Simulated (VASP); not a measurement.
TiCo (CsCl type): computed properties

Method: r2SCAN meta-GGA, VASP's PBE PAW potentials (set 64) (plane waves; VASP).

```
Property                                                                                                  Result
----------------------------------  ----------------------------------------------------------------------------
space group                                                                                          Pm-3m (221)
cell                                a = 2.9497 Å, b = 2.9497 Å, c = 2.9497 Å, α = 90.00°, β = 90.00°, γ = 90.00°
volume per atom                                                                                    12.83 Å³/atom
band gap (over mesh and band path)                                      none (metal, semimetal or under 0.01 eV)
density                                                                                               6.91 g/cm³
```

```cif
data_CoTi
_chemical_formula_sum 'Ti1 Co1'
_space_group_name_H-M_alt 'P 1'
_space_group_IT_number 1
_cell_length_a 2.94969
_cell_length_b 2.94969
_cell_length_c 2.94969
_cell_angle_alpha 90.000
_cell_angle_beta 90.000
_cell_angle_gamma 90.000
loop_
_space_group_symop_operation_xyz
  'x, y, z'
loop_
_atom_site_label
_atom_site_type_symbol
_atom_site_fract_x
_atom_site_fract_y
_atom_site_fract_z
_atom_site_occupancy
Ti1 Ti 0.00000 0.00000 0.00000 1
Co1 Co 0.50000 0.50000 0.50000 1
```

Measured: a 2.995 Å (computed value off by -1.5 %), as given by Yamada et al., (2019), arXiv:1910.09660. The calculation is for a static lattice, while the measured a holds thermal and zero-point effects, which are part of the difference.

The compound is TiCo in the CsCl type structure. It was relaxed first. Symmetry was kept, so distortions that lower it aren't found. The run is not spin-polarised, so no magnetic state was tried. The electron count is odd and the run is not spin-polarised, which forces a metal.
